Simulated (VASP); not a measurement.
Wanted: the native input for a VASP 6.6.1 run.

| Quantity | Value |
| --- | --- |
| Task | relaxation of cell and atoms |
| Functional | PBE |
| Potentials or basis | VASP PAW PBE potentials, release 64 (Sb, Bi_d, S) |
| Cutoff | 520 eV |
| k mesh | 10 × 10 × 4 |
| Occupations | gaussian, width 0.1 eV |
| Spin | no spin polarisation |
| Further INCAR settings | ALGO = Normal; EDIFF = 1e-06; IBRION = 2; EDIFFG = -0.01; NSW = 90; ISIF = 3 |

The structure of BiSbS4 lies in POSCAR:

```
BiSbS4
1.0
    3.8579454400      0.0000000000      0.0000000000
   -1.9289727200      3.3410787600      0.0000000000
    0.0000000000      0.0000000000     12.7980000000
Sb Bi S
1 1 4
Direct
    0.0000000000      0.0000000000      0.0000000000
    0.0000000000      0.0000000000      0.5000000000
    0.3333333300      0.6666666700      0.8842006600
    0.3333333300      0.6666666700      0.3746679200
    0.6666666700      0.3333333300      0.6253320800
    0.6666666700      0.3333333300      0.1157993400
```

The cell was built by a generator and needn't be a form met in nature.

The input as run:

INCAR

```
ALGO = Normal ; EDIFF = 1E-6
EDIFFG = -0.01 ; ENCUT = 520
GGA = PE ; IBRION = 2
ISIF = 3 ; ISMEAR = 0
KPAR = 4 ; LASPH = T
LCHARG = F ; LREAL = F
LWAVE = F ; NELM = 120
NSW = 90 ; PREC = Accurate
SIGMA = 0.1
```

KPOINTS

```
k-points
0
Gamma
  10 10 4
```

Potentials or basis: VASP PAW PBE potentials, release 64 (Sb, Bi_d, S).

The run is started by

```sh
$ cat potpaw_PBE.64/Sb/POTCAR potpaw_PBE.64/Bi_d/POTCAR potpaw_PBE.64/S/POTCAR > POTCAR
$ mpirun -np 4 vasp_std > vasp.out
```

Results of the run:

The relaxed volume is 27.26 Å³/atom and the relaxed cell is a = 3.812 Å, b = 3.812 Å, c = 12.994 Å, α = 90.00°, β = 90.00°, γ = 120.00°. The space group after relaxing (to 0.05 Å) is P-3m1 (No. 164) and the energy gained by relaxing is 2.9 meV/atom. The ionic steps are 11. The pressure after relaxing is 0.0 GPa and the largest force after relaxing is 0.010 eV/Å. The band gap on the k mesh is none (metal or under the smearing width).

Caveat: spin-orbit coupling is left out, which moves the levels of the heavy elements; this functional lacks dispersion, which binds the layers, so the pressure and a relaxed spacing across them are unreliable.

It took 2.3 min on 4 MPI ranks on AMD EPYC 9R45 96-Core Processor (Zen 5), with other jobs on the host, peak memory 0.42 GiB a rank.
